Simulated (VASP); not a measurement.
Set up this calculation in VASP 6.6.1, as the native input.

```yaml
Task: relaxation of cell and atoms
Functional: PBEsol
Potentials_or_basis: VASP PAW PBE potentials, release 64 (Co, Si)
Cutoff: 600 eV
k_mesh: 8 × 8 × 8
Occupations: methfessel-paxton, width 0.1 eV
Spin: no spin polarisation
Further_INCAR_settings: ALGO = Normal; EDIFF = 1e-07; IBRION = 2; EDIFFG = -0.005; NSW = 90; ISIF = 3
```

The structure of CoSi lies in POSCAR:

```
CoSi                                    
1.0
    4.3865828316     -0.0000000000      0.0000000000
    0.0000000000      4.3865828316     -0.0000000000
   -0.0000000000      0.0000000000      4.3865828316
  Co              Si            
     4     4
Direct
     0.1457490868802596    0.1457490868802596    0.1457490868802596
     0.3542509131197404    0.8542509131197406    0.6457490868802594
     0.6457490868802594    0.3542509131197404    0.8542509131197406
     0.8542509131197406    0.6457490868802594    0.3542509131197404
     0.8433334719475574    0.8433334719475574    0.8433334719475574
     0.6566665280524426    0.1566665280524427    0.3433334719475573
     0.3433334719475573    0.6566665280524426    0.1566665280524427
     0.1566665280524427    0.3433334719475573    0.6566665280524426
```

These files were run (other wordings do the same):

INCAR

```
ALGO = Normal ; EDIFF = 1E-7
EDIFFG = -0.005 ; ENCUT = 600
GGA = PS ; IBRION = 2
ISIF = 3 ; ISMEAR = 1
KPAR = 4 ; LASPH = True
LCHARG = False ; LREAL = False
LWAVE = False ; NELM = 80
NSW = 90 ; PREC = Accurate
SIGMA = 0.1
```

KPOINTS

```
k-points
0
Gamma
  8 8 8
```

Potentials or basis: VASP PAW PBE potentials, release 64 (Co, Si).

The run is started by

```console
$ cat potpaw_PBE.64/Co/POTCAR potpaw_PBE.64/Si/POTCAR > POTCAR
$ mpirun -np 4 vasp_std > vasp.out
```

It gave:

```
Pressure after relaxing : 0.0 GPa
Band gap on the k mesh  : none (metal or under the smearing width)
```

Caveat: the relaxation stopped at its first step, so nothing moved; the PAW data sets were made with another functional, which shifts forces and pressure a little.

Wall time 29 s on 4 MPI ranks on Intel(R) Xeon(R) Platinum 8488C (Sapphire Rapids), on a shared host, peak memory 0.27 GiB a rank.
